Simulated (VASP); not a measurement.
# Which native defect does Gd3Sn7 form most easily?, part 3 of 7

Which native defect is cheapest in Gd3Sn7, and how does that change with the growth condition? The start is a cell from a database of measured crystal structures.

VASP 6.6.1, plane waves and PAW; the level of theory is named at each step.

So far. Step 2 (Relaxing the host crystal): The run ended after 16 ionic steps, 0.498 eV below its first step, once forces and stress met EDIFFG = -0.03. Step 3 (The supercell without the defect): The host is treated as a metal, as its relaxation found a gap under 0.3 eV or none, and only the neutral defect is run.

## 4. Reference Gd

This step: LDA, 4f electrons in the core; plane waves and PAW (Gd_3) (VASP 6.6.1).

System of this step: Gd. The structure is hexagonal, space group P6_3/mmc (No. 194). The conventional cell has a = 3.640 Å, b = 3.640 Å, c = 5.780 Å, α = 90.00°, β = 90.00°, γ = 120.00°. Gd has 12 Gd at 3.57 to 3.64 Å nearest.

The reference for Gd is its crystal, relaxed at the cutoff of the large cell.

File INCAR:

```
SYSTEM = Gd
PREC = Normal
ENCUT = 300
EDIFF = 1E-05
NELM = 120
ISMEAR = 1
SIGMA = 0.1
LREAL = Auto
ALGO = Fast
GGA = CA
NBANDS = 15
LASPH = .TRUE.
LORBIT = 11
LWAVE = .FALSE.
LCHARG = .FALSE.
KPAR = 8
IBRION = 2
NSW = 25
ISIF = 3
EDIFFG = -0.02
POTIM = 0.4
```

File POSCAR:

```
Gd
1.0
    3.6400000000      0.0000000000      0.0000000000
   -1.8200000000      3.1523324698      0.0000000000
    0.0000000000      0.0000000000      5.7803200000
Gd
2
Direct
    0.0000000000      0.0000000000      0.0000000000
    0.3333333333      0.6666666667      0.5000000000
```

File KPOINTS:

```
Automatic mesh
0
Gamma
8 8 5
0 0 0
```

Potentials, in the order of the species: Gd_3 (PBE family, release 64).

Run with:

```console
$ mpirun -np 8 vasp_std
```

The log of the run:

```text
[banner, memory and clock lines left out]
running    8 mpi-ranks, on    1 nodes
 distrk:  each k-point on    1 cores,    8 groups
 distr:  one band on    1 cores,    1 groups

 POSCAR found type information on POSCAR Gd
 POSCAR found :  1 types and       2 ions
 [... a notice as in an earlier step ...]

|                                                                             |
|               ----> ADVICE to this user running VASP <----                  |
|                                                                             |
|     You have a (more or less) 'small supercell' and for smaller cells       |
|     it is recommended to use the reciprocal-space projection scheme!        |
|     The real-space optimization is not efficient for small cells and it     |
|     is also less accurate ...                                               |
|     Therefore, set LREAL=.FALSE. in the INCAR file.                         |
|                                                                             |

 [... a notice as in an earlier step ...]

 LDA part: xc-table for (Slater(with rela. corr.)+CA(PZ))
 , standard interpolation
 POSCAR, INCAR and KPOINTS ok, starting setup
 FFT: planning ... GRIDC
 FFT: planning ... GRID_SOFT
 FFT: planning ... GRID
 WAVECAR not read
 entering main loop
       N       E                     dE             d eps       ncg     rms          rms(c)
DAV:   1     0.294795588847E+02    0.29480E+02   -0.63369E+03   908   0.687E+02
DAV:   2    -0.938784128040E+01   -0.38867E+02   -0.37691E+02  1089   0.171E+02
DAV:   3    -0.104148123578E+02   -0.10270E+01   -0.10106E+01  1250   0.195E+01
DAV:   4    -0.104285969080E+02   -0.13785E-01   -0.13778E-01  1051   0.259E+00
DAV:   5    -0.104289988460E+02   -0.40194E-03   -0.40191E-03  1439   0.290E-01    0.212E+01
RMM:   6    -0.104169901633E+02    0.12009E-01   -0.25456E-02   900   0.999E-01    0.127E+01
RMM:   7    -0.104206433082E+02   -0.36531E-02   -0.64328E-02   930   0.149E+00    0.257E-01
RMM:   8    -0.104203063930E+02    0.33692E-03   -0.60131E-03   917   0.627E-01    0.578E-02
RMM:   9    -0.104203496608E+02   -0.43268E-04   -0.11209E-03   975   0.195E-01    0.411E-02
RMM:  10    -0.104203454052E+02    0.42557E-05   -0.43238E-04   908   0.127E-01    0.449E-02
RMM:  11    -0.104203182607E+02    0.27144E-04   -0.10683E-04   922   0.560E-02    0.192E-02
RMM:  12    -0.104203209037E+02   -0.26429E-05   -0.25530E-05   715   0.169E-02
   1 F= -.10420321E+02 E0= -.10419193E+02  d E =-.104203E+02
 curvature:   0.00 expect dE= 0.000E+00 dE for cont linesearch  0.000E+00
 trial: gam= 0.00000 g(F)=  0.306E-48 g(S)=  0.218E+00 ort = 0.000E+00 (trialstep = 0.100E+01)
 search vector abs. value=  0.218E+00
 bond charge predicted
       N       E                     dE             d eps       ncg     rms          rms(c)
DAV:   1    -0.114358711179E+02   -0.10156E+01   -0.17324E+01   928   0.286E+01    0.465E+00
RMM:   2    -0.107797046907E+02    0.65617E+00   -0.10944E+00   900   0.760E+00    0.233E+00
RMM:   3    -0.105305260711E+02    0.24918E+00   -0.83157E-01   906   0.583E+00    0.813E-01
RMM:   4    -0.105407992788E+02   -0.10273E-01   -0.11197E-01   915   0.281E+00    0.346E-01
RMM:   5    -0.105427488904E+02   -0.19496E-02   -0.19977E-02   952   0.103E+00    0.224E-01
RMM:   6    -0.105431385739E+02   -0.38968E-03   -0.53267E-03   900   0.509E-01    0.111E-01
RMM:   7    -0.105428932218E+02    0.24535E-03   -0.23163E-03   938   0.326E-01    0.452E-02
RMM:   8    -0.105429543530E+02   -0.61131E-04   -0.61231E-04  1024   0.156E-01    0.630E-02
RMM:   9    -0.105429388236E+02    0.15529E-04   -0.69116E-05   818   0.543E-02    0.605E-02
RMM:  10    -0.105429242543E+02    0.14569E-04   -0.24972E-05   667   0.285E-02    0.611E-02
RMM:  11    -0.105429288805E+02   -0.46263E-05   -0.56241E-06   590   0.143E-02
   2 F= -.10542929E+02 E0= -.10541506E+02  d E =-.122608E+00
[...]
3 F= -.10543720E+02 E0= -.10542339E+02  d E =-.123399E+00
[...]
4 F= -.10543486E+02 E0= -.10542220E+02  d E =-.123165E+00
[...]
5 F= -.10543917E+02 E0= -.10542587E+02  d E =-.123596E+00
 curvature:  -0.59 expect dE=-0.360E-04 dE for cont linesearch -0.116E-06
 ZBRENT: interpolating
 opt :   1.0807  next Energy=   -10.543917 (dE=-0.124E+00)
 bond charge predicted
       N       E                     dE             d eps       ncg     rms          rms(c)
DAV:   1    -0.105443981596E+02   -0.48781E-03   -0.91702E-03   998   0.673E-01    0.109E-01
RMM:   2    -0.105440349303E+02    0.36323E-03   -0.59340E-04   902   0.178E-01    0.538E-02
RMM:   3    -0.105438940440E+02    0.14089E-03   -0.48154E-04   905   0.137E-01    0.180E-02
RMM:   4    -0.105439000450E+02   -0.60010E-05   -0.62907E-05   901   0.664E-02
   6 F= -.10543900E+02 E0= -.10542547E+02  d E =-.123579E+00
 curvature:  -0.67 expect dE=-0.476E-04 dE for cont linesearch -0.129E-04
 trial: gam=-0.00907 g(F)=  0.528E-49 g(S)=  0.710E-04 ort = 0.205E-02 (trialstep = 0.102E+01)
 search vector abs. value=  0.518E-04
 reached required accuracy - stopping structural energy minimisation
```

Wall time 8 s (8 MPI ranks of Intel Xeon Platinum 8259CL at 2.50GHz (Skylake/Cascade Lake), shared host); peak memory 0.98 GiB.

OUTCAR, selected parts (step 4):

```text
  LATTYP: Found a hexagonal cell.
 ALAT       =     3.6400000000
 C/A-ratio  =     1.5880000000

 Subroutine GETGRP returns: Found 24 space group operations
 (whereof 12 operations were pure point group operations)

The static configuration has the point symmetry D_3h.
 The point group associated with its full space group is D_6h.

 Found     30 irreducible k-points:

   k-points           NKPTS =     30   k-points in BZ     NKDIM =     30   number of bands    NBANDS=     15

   dimension x,y,z NGX =    16 NGY =   16 NGZ =   24
   dimension x,y,z NGXF=    32 NGYF=   32 NGZF=   48

   ENCUT  =  300.0 eV  22.05 Ry    4.70 a.u.   5.14  5.14  8.16*2*pi/ulx,y,z

   NELECT =      18.0000    total number of electrons

 E-fermi :   3.5513

 k-point     1 :       0.0000    0.0000    0.0000
  band No.  band energies     occupation
    ...
      4     -17.4636      2.00000
      5     -17.4636      2.00000
      6     -17.4022      2.00000
      7      -1.2821      2.00000
      8       1.2616      2.00000
      9       5.2806     -0.00000
     10       5.2806     -0.00000
     11       5.5638      0.00000
     12       5.6606      0.00000
     13       6.0479      0.00000
    ...

 k-point     2 :       0.1250    0.0000    0.0000
  band No.  band energies     occupation
    ...
      4     -17.5888      2.00000
      5     -17.4788      2.00000
      6     -17.4269      2.00000
      7      -0.8508      2.00000
      8       1.6652      2.00000
      9       4.5219     -0.00000
     10       4.9156     -0.00000
     11       5.6150      0.00000
     12       5.6934      0.00000
     13       6.1519      0.00000
    ...

  Total       -0.0397113     -0.0397113      0.0229171      0.0000000      0.0000000     -0.0000000
  in kB       -1.0858146     -1.0858146      0.6266147      0.0000000      0.0000000     -0.0000000
  external PRESSURE =      -0.5150048 kB  Pullay stress =       0.0000000 kB

  energy-cutoff  :      300.00
  volume of cell :       58.60
      direct lattice vectors                 reciprocal lattice vectors
     3.494846640  0.000000000  0.000000000     0.286135588  0.165200459 -0.000000000
    -1.747423320  3.026625973 -0.000000000     0.000000000  0.330400918 -0.000000000
     0.000000000  0.000000000  5.539651079    -0.000000000  0.000000000  0.180516784

 POSITION                                       TOTAL-FORCE (eV/Angst)
 -----------------------------------------------------------------------------------
     -0.00000      0.00000     -0.00000        -0.000000     -0.000000     -0.000000
     -0.00000      2.01775      2.76983         0.000000      0.000000      0.000000
 -----------------------------------------------------------------------------------
    total drift:                                0.000000     -0.000000     -0.000000

  FREE ENERGIE OF THE ION-ELECTRON SYSTEM (eV)
  ---------------------------------------------------
  free  energy   TOTEN  =       -10.5439000450 eV

  energy  without entropy=      -10.5398413550  energy(sigma->0) =      -10.54254715

 total charge
# of ion       s       p       d       tot
------------------------------------------
    1        0.368   6.257   1.272   7.898
    2        0.368   6.257   1.272   7.898
--------------------------------------------------
tot          0.736  12.515   2.545  15.795

[... 1 part as in an earlier step ...]

[... 7 further parts left out ...]
```

CONTCAR:

```
Gd
   1.00000000000000
     3.4948466402986602    0.0000000000000000    0.0000000000000000
    -1.7474233201493301    3.0266259728510314   -0.0000000000000000
     0.0000000000000000    0.0000000000000000    5.5396510794769194
  Gd
     2
Direct
     0.0000000000000000    0.0000000000000000    0.0000000000000000
     0.3333333332999970    0.6666666667000030    0.5000000000000000
```

After so large a change of volume the plane waves of the start cell no longer fit, so the final stress carries a basis-set error. The run keeps the 24 symmetry operations of its start, so it cannot find a distortion of lower symmetry.

Step by step:

| step | energy less that of the first step (eV) | largest force (eV/Å) | pressure (GPa) | volume (Å³) |
| --- | --- | --- | --- | --- |
| 1 | 0.0000 | 0.0000 | -4.69 | 66.33 |
| 2 | -0.1226 | 0.0000 | -0.32 | 59.15 |
| 3 | -0.1234 | 0.0000 | -0.20 | 58.79 |
| 4 | -0.1232 | 0.0000 | 0.21 | 58.07 |
| 5 | -0.1236 | 0.0000 | 0.00 | 58.45 |
| 6 | -0.1236 | 0.0000 | -0.05 | 58.60 |

| conventional cell, symmetrised | before | after | change |
| --- | --- | --- | --- |
| a (Å) | 3.640 | 3.495 | -4.0 % |
| b (Å) | 3.640 | 3.495 | -4.0 % |
| c (Å) | 5.780 | 5.540 | -4.2 % |
| volume (Å³/atom) | 33.16 | 29.30 | -11.7 % |

Final coordinates:

```cif
data_structure
_symmetry_space_group_name_H-M 'P 1'
_symmetry_Int_Tables_number 1
_cell_length_a 3.4948
_cell_length_b 3.4948
_cell_length_c 5.5397
_cell_angle_alpha 90.000
_cell_angle_beta 90.000
_cell_angle_gamma 120.000
_cell_volume 58.60
loop_
_atom_site_label
_atom_site_type_symbol
_atom_site_fract_x
_atom_site_fract_y
_atom_site_fract_z
_atom_site_occupancy
Gd1 Gd 0.00000 0.00000 0.00000 1
Gd2 Gd 0.33333 0.66667 0.50000 1
```

Numbers from this step:

| Property | Result |
| --- | --- |
| electronic cycles | 43 |
| electrons | 18 |
| free energy (TOTEN) | -10.54 eV |
| energy at zero smearing | -10.54 eV |
| Fermi energy | 3.551 eV |

The run ended after 6 ionic steps, 0.124 eV below its first step, once forces and stress met EDIFFG = -0.02.

Energy at zero smearing: -10.54255 eV.

## 5. Reference Sn

This step: LDA; plane waves and PAW (Sn) (VASP 6.6.1).

System of this step: Sn. It takes space group I4_1/amd (No. 141, tetragonal). The conventional cell has a = 5.820 Å, b = 5.820 Å, c = 3.178 Å, α = 90.00°, β = 90.00°, γ = 90.00°. Sn has 6 Sn at 3.02 to 3.18 Å nearest.

The reference for Sn is its crystal, relaxed at the cutoff of the large cell.

INCAR: that of step 4 with these lines changed.

```diff
@@ -1,2 +1,2 @@
-SYSTEM = Gd
+SYSTEM = Sn
 PREC = Normal
@@ -10,4 +10,3 @@
 GGA = CA
-NBANDS = 15
-LASPH = .TRUE.
+NBANDS = 10
 LORBIT = 11
@@ -16,2 +15,3 @@
 KPAR = 8
+LASPH = .TRUE.
 IBRION = 2
```

File POSCAR:

```
Sn
1.0
   -2.9100000000      2.9100000000      1.5888600000
    2.9100000000     -2.9100000000      1.5888600000
    2.9100000000      2.9100000000     -1.5888600000
Sn
2
Direct
    0.0000000000      0.0000000000      0.0000000000
    0.2500000000      0.7500000000      0.5000000000
```

File KPOINTS:

```
Automatic mesh
0
Gamma
10 10 10
0 0 0
```

PAW data sets: Sn (PBE family, release 64).

Run with:

```console
$ mpirun -np 8 vasp_std
```

The log of the run:

```text
[banner, memory and clock lines left out]
running    8 mpi-ranks, on    1 nodes
 distrk:  each k-point on    1 cores,    8 groups
 distr:  one band on    1 cores,    1 groups

 POSCAR found type information on POSCAR Sn
 POSCAR found :  1 types and       2 ions
 [... a notice as in an earlier step ...]

 [... a notice as in an earlier step ...]

 [... a notice as in an earlier step ...]

 LDA part: xc-table for (Slater(with rela. corr.)+CA(PZ))
 , standard interpolation
 POSCAR, INCAR and KPOINTS ok, starting setup
 FFT: planning ... GRIDC
 FFT: planning ... GRID_SOFT
 FFT: planning ... GRID
 WAVECAR not read
 entering main loop
       N       E                     dE             d eps       ncg     rms          rms(c)
DAV:   1     0.588846450834E+01    0.58885E+01   -0.21099E+03  2040   0.378E+02
DAV:   2    -0.868650036114E+01   -0.14575E+02   -0.14097E+02  2990   0.605E+01
DAV:   3    -0.903980156664E+01   -0.35330E+00   -0.35171E+00  2572   0.958E+00
DAV:   4    -0.904096692439E+01   -0.11654E-02   -0.11652E-02  2482   0.658E-01
DAV:   5    -0.904097070496E+01   -0.37806E-05   -0.37809E-05  2450   0.372E-02    0.251E+00
RMM:   6    -0.900168985681E+01    0.39281E-01   -0.39466E-03  2040   0.441E-01    0.149E+00
RMM:   7    -0.897811919500E+01    0.23571E-01   -0.11804E-02  2040   0.781E-01    0.642E-02
RMM:   8    -0.897835989140E+01   -0.24070E-03   -0.15176E-03  2040   0.294E-01    0.163E-02
RMM:   9    -0.897836620886E+01   -0.63175E-05   -0.77880E-05  1978   0.745E-02
   1 F= -.89783662E+01 E0= -.89782002E+01  d E =-.897837E+01
 curvature:   0.00 expect dE= 0.000E+00 dE for cont linesearch  0.000E+00
 trial: gam= 0.00000 g(F)=  0.163E-48 g(S)=  0.902E-02 ort = 0.000E+00 (trialstep = 0.100E+01)
 search vector abs. value=  0.902E-02
 bond charge predicted
       N       E                     dE             d eps       ncg     rms          rms(c)
DAV:   1    -0.898701413242E+01   -0.86542E-02   -0.16337E-01  2362   0.200E+00    0.258E-01
RMM:   2    -0.898439292675E+01    0.26212E-02   -0.16216E-03  2040   0.251E-01    0.144E-01
RMM:   3    -0.898303115673E+01    0.13618E-02   -0.17775E-03  2040   0.227E-01    0.187E-02
RMM:   4    -0.898304639692E+01   -0.15240E-04   -0.94797E-05  2040   0.655E-02    0.156E-02
RMM:   5    -0.898304877196E+01   -0.23750E-05   -0.12836E-05  1605   0.261E-02
   2 F= -.89830488E+01 E0= -.89829367E+01  d E =-.468256E-02
[...]
3 F= -.89830520E+01 E0= -.89829384E+01  d E =-.468584E-02
[...]
4 F= -.89830517E+01 E0= -.89829358E+01  d E =-.468549E-02
[...]
5 F= -.89838568E+01 E0= -.89838394E+01  d E =-.805067E-03
[...]
6 F= -.89848614E+01 E0= -.89851586E+01  d E =-.180967E-02
[...]
7 F= -.89850424E+01 E0= -.89853060E+01  d E =-.199068E-02
 curvature:  -0.94 expect dE=-0.172E-03 dE for cont linesearch -0.168E-03
 ZBRENT: interpolating
 opt :   3.2459  next Energy=    -8.985142 (dE=-0.209E-02)
 bond charge predicted
       N       E                     dE             d eps       ncg     rms          rms(c)
DAV:   1    -0.898517268506E+01   -0.13131E-03   -0.42738E-03  2330   0.271E-01    0.339E-02
RMM:   2    -0.898513184887E+01    0.40836E-04   -0.78195E-05  2024   0.522E-02    0.184E-02
RMM:   3    -0.898511034680E+01    0.21502E-04   -0.29006E-05  1975   0.270E-02    0.131E-03
RMM:   4    -0.898511051061E+01   -0.16381E-06   -0.15493E-06  1138   0.857E-03
   8 F= -.89851105E+01 E0= -.89854204E+01  d E =-.205882E-02
 curvature:  -0.56 expect dE=-0.324E-04 dE for cont linesearch -0.898E-05
 trial: gam= 0.00000 g(F)=  0.353E-48 g(S)=  0.582E-04 ort =-0.119E-03 (trialstep = 0.144E+01)
 search vector abs. value=  0.582E-04
 reached required accuracy - stopping structural energy minimisation
```

It took 13 s on 8 MPI ranks; peak memory 1 GiB; 79 s of CPU time.

From OUTCAR (step 5):

```text
   k-points           NKPTS =    102   k-points in BZ     NKDIM =    102   number of bands    NBANDS=     10

   ENCUT  =  300.0 eV  22.05 Ry    4.70 a.u.   6.23  6.23  6.23*2*pi/ulx,y,z

   NELECT =       8.0000    total number of electrons

 E-fermi :   5.2530

 k-point     1 :       0.0000    0.0000    0.0000
  band No.  band energies     occupation
      1      -6.1386      2.00000
      2       1.3970      2.00000
      3       3.0923      2.00000
      4       3.0923      2.00000
      5       8.1639      0.00000
      6      11.3629      0.00000
      7      11.3629      0.00000
      8      12.5217      0.00000
      9      12.6179      0.00000
    ...

  Total       -0.0382797     -0.0382797     -0.0092237      0.0000000     -0.0000000      0.0000000
  in kB       -1.1601762     -1.1601762     -0.2795502      0.0000000     -0.0000000      0.0000000
  external PRESSURE =      -0.8666342 kB  Pullay stress =       0.0000000 kB

 POSITION                                       TOTAL-FORCE (eV/Angst)
 -----------------------------------------------------------------------------------
      0.00000      0.00000      0.00000        -0.000000     -0.000000      0.000000
      2.91431      0.00000      0.77802         0.000000      0.000000     -0.000000
 -----------------------------------------------------------------------------------
    total drift:                                0.000000      0.000000     -0.000000

  FREE ENERGIE OF THE ION-ELECTRON SYSTEM (eV)
  ---------------------------------------------------
  free  energy   TOTEN  =        -8.9851105106 eV

  energy  without entropy=       -8.9860402891  energy(sigma->0) =       -8.98542044

[... 1 part as in an earlier step ...]

[... 15 further parts left out ...]
```

The PAW data sets were made with PBE, though LDA sets exist; this is a small mismatch. The run keeps the 16 symmetry operations of its start, so it cannot find a distortion of lower symmetry.

Step by step:

| step | energy less that of the first step (eV) | largest force (eV/Å) | pressure (GPa) | volume (Å³) |
| --- | --- | --- | --- | --- |
| 1 | 0.0000 | 0.0000 | -1.08 | 53.82 |
| 2 | -0.0047 | 0.0000 | 0.17 | 52.69 |
| 3 | -0.0047 | 0.0000 | 0.17 | 52.71 |
| 4 | -0.0047 | 0.0000 | 0.14 | 52.74 |
| 5 | -0.0055 | 0.0000 | 0.11 | 52.78 |
| 6 | -0.0065 | 0.0000 | -0.11 | 52.89 |
| 7 | -0.0067 | 0.0000 | 0.04 | 52.84 |
| 8 | -0.0067 | 0.0000 | -0.09 | 52.86 |

```csv
"conventional cell, symmetrised",before,after,change
a (Å),5.820,5.829,+0.1 %
b (Å),5.820,5.829,+0.1 %
c (Å),3.178,3.112,-2.1 %
volume (Å³/atom),26.91,26.43,-1.8 %
```

The relaxed structure:

```
Sn
1.0
    -2.91431    2.91431    1.55605
     2.91431   -2.91431    1.55605
     2.91431    2.91431   -1.55605
Sn
2
Direct
  0.00000 0.00000 0.00000
  0.25000 0.75000 0.50000
```

This step gave:

```
electronic cycles       : 34
electrons               : 8
free energy (TOTEN)     : -8.985 eV
energy at zero smearing : -8.985 eV
Fermi energy            : 5.253 eV
```

The run ended after 8 ionic steps, 0.007 eV below its first step, once forces and stress met EDIFFG = -0.02.

Energy at zero smearing: -8.98542 eV.

[end of part 3 of 7]

[Lines on the potential files, build, host, timing and source positions are cut from VASP's logs without a mark.]

[Logs are printed without paths, hosts, clocks, repeated set-up lines and the standing remarks that a program may print on its own settings, such as how far it seeks lower states.]

[Hosts, paths, dates, database ids (printed as entryN), source tags and the programs' standing remarks are cut or masked in the printed files.]

[In band tables of VASP the shares of atoms and orbitals are scaled to a sum of 1 inside the atoms' spheres.]

[Runs that stopped without an error message from VASP are left out.]
